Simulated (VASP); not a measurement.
Input:

```
O2Si
1.0
    4.29538     0.00000     0.00000
    0.00000     4.29538     0.00000
    0.00000     0.00000     2.75257
Si O
2 4
Direct
  0.00000   0.00000   0.00000
  0.50000   0.50000   0.50000
  0.30611   0.30611   0.00000
  0.80611   0.19389   0.50000
  0.19389   0.80611   0.50000
  0.69389   0.69389   0.00000
```

Computed with optB88-vdW, VASP's PBE PAW potentials (set 64) (plane waves; VASP). Numerical set-up: 520 eV cut-off, 5×5×8 Γ-centred mesh, Gaussian smearing of 0.050 eV, potentials Si O.

The ions and cell shape at fixed volume are relaxed. Predict the relaxed structure.

```
O2Si
1.0
    4.32013     0.00000     0.00000
    0.00000     4.32013     0.00000
    0.00000     0.00000     2.72112
Si O
2 4
Cartesian
  0.00000   0.00000   0.00000
  2.16007   2.16007   1.36056
  1.33560   1.33560   0.00000
  3.49566   0.82447   1.36056
  0.82447   3.49566   1.36056
  2.98454   2.98454   0.00000
```
Space group P4_2/mnm (136), at a tolerance of 0.03 Å.

How much energy does the relaxation gain?

The energy (σ→0) changes by -3.3 meV/atom, in 5 ionic steps.

The compound is SiO2 in the rutile structure, stishovite, a high-pressure form. This cell is one point of a volume scan, at 1.06 of the reference volume. Symmetry was kept, so distortions that lower it aren't found.
